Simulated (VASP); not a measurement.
Here is the system:

```
Tm
1.0
    3.14278     0.00000     0.00000
    0.00000     3.14278     0.00000
    0.00000     0.00000     3.14278
Tm
1
Direct
  0.00000   0.00000   0.00000
```

These are PBEsol GGA with spin-orbit coupling, VASP's PBE PAW potentials (set 64) (plane waves; VASP 6.6.1) values and carry that method's errors. Settings: 400 eV cut-off, 10×10×10 Γ-centred mesh, Gaussian smearing of 0.050 eV, potentials Tm_3.

The 4f electrons are frozen in the core of the lanthanide potential, so 4f levels, which can set the real gap, and their magnetism are missing.

Task: Give the energies of bands 7 to 15 at the high-symmetry points, in eV from the Fermi level.

Result: 
```csv
band,Γ,X,M,R
7,-5.51,-2.50,-2.08,-0.70
8,-5.51,-2.50,-2.08,-0.70
9,-0.64,0.01,-0.09,-0.70
10,-0.64,0.01,-0.09,-0.70
11,-0.64,0.18,3.61,-0.56
12,-0.64,0.18,3.61,-0.56
13,6.27,3.19,3.87,5.96
14,6.27,3.19,3.87,5.96
15,6.27,3.36,4.05,7.91
```

It has no gap at this level: it comes out as a metal or semimetal.

The structure was generated: Tm was put into the simple-cubic type (Pm-3m), which need not be its known phase. It was relaxed first, which changed the volume by -8 %.
